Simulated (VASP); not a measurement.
**NaNb: band structure with PBE**

Crystal: NaNb.

```
Na Nb
1.0
     0.00000    2.86345    2.86345
     2.86345    0.00000    2.86345
     2.86345    2.86345    0.00000
Na Nb
1 1
Direct
  0.00000 0.00000 0.00000
  0.50000 0.50000 0.50000
```

The cell was built by a generator and needn't be a form met in nature.

* Program: VASP 6.6.1
* Task: band structure
* Functional: PBE
* Potentials or basis: VASP PAW PBE potentials, release 64 (Na_pv, Nb_sv)
* Cutoff: 600 eV
* k mesh: 6 × 6 × 6
* Occupations: fermi-dirac, width 0.05 eV
* Spin: no spin polarisation
* Monkhorst-Pack mesh: yes
* Further INCAR settings: ALGO = Normal; EDIFF = 1e-07; NBANDS = 17

```yaml
Pressure: -2.4 GPa
Band_gap_along_the_path: none (metal or under the smearing width)
```

Levels at the corners of the path, in eV from the Fermi level:
```tsv
point	band 7	band 8	band 9	band 10	band 11	band 12	band 13	band 14
Γ	-23.22	-4.37	-0.12	-0.12	-0.12	0.39	0.39	8.65
X	-23.23	-1.55	-1.27	0.53	0.96	1.47	1.47	2.97
X	-23.23	-1.55	-1.27	0.53	0.96	1.47	1.47	2.97
W	-23.23	-0.94	-0.71	-0.71	0.31	1.47	2.42	3.47
W	-23.23	-0.94	-0.71	-0.71	0.31	1.47	2.42	3.47
K	-23.23	-1.19	-1.01	-0.26	0.61	1.25	2.18	2.92
K	-23.23	-1.19	-1.01	-0.26	0.61	1.25	2.18	2.92
Γ	-23.22	-4.37	-0.12	-0.12	-0.12	0.39	0.39	8.65
Γ	-23.22	-4.37	-0.12	-0.12	-0.12	0.39	0.39	8.65
L	-23.24	-2.08	-0.19	-0.13	-0.13	1.24	1.24	2.52
L	-23.24	-2.08	-0.19	-0.13	-0.13	1.24	1.24	2.52
U	-23.23	-1.19	-1.01	-0.26	0.61	1.25	2.18	2.92
U	-23.23	-1.19	-1.01	-0.26	0.61	1.25	2.18	2.92
W	-23.23	-0.94	-0.71	-0.71	0.31	1.47	2.42	3.47
W	-23.23	-0.94	-0.71	-0.71	0.31	1.47	2.42	3.47
L	-23.24	-2.08	-0.19	-0.13	-0.13	1.24	1.24	2.52
L	-23.24	-2.08	-0.19	-0.13	-0.13	1.24	1.24	2.52
K	-23.23	-1.19	-1.01	-0.26	0.61	1.25	2.18	2.92
U	-23.23	-1.19	-1.01	-0.26	0.61	1.25	2.18	2.92
X	-23.23	-1.55	-1.27	0.53	0.96	1.47	1.47	2.97
```

It took 51 s on 1 thread of Intel(R) Xeon(R) Platinum 8488C (Sapphire Rapids), on a shared host, peak memory 0.18 GiB.
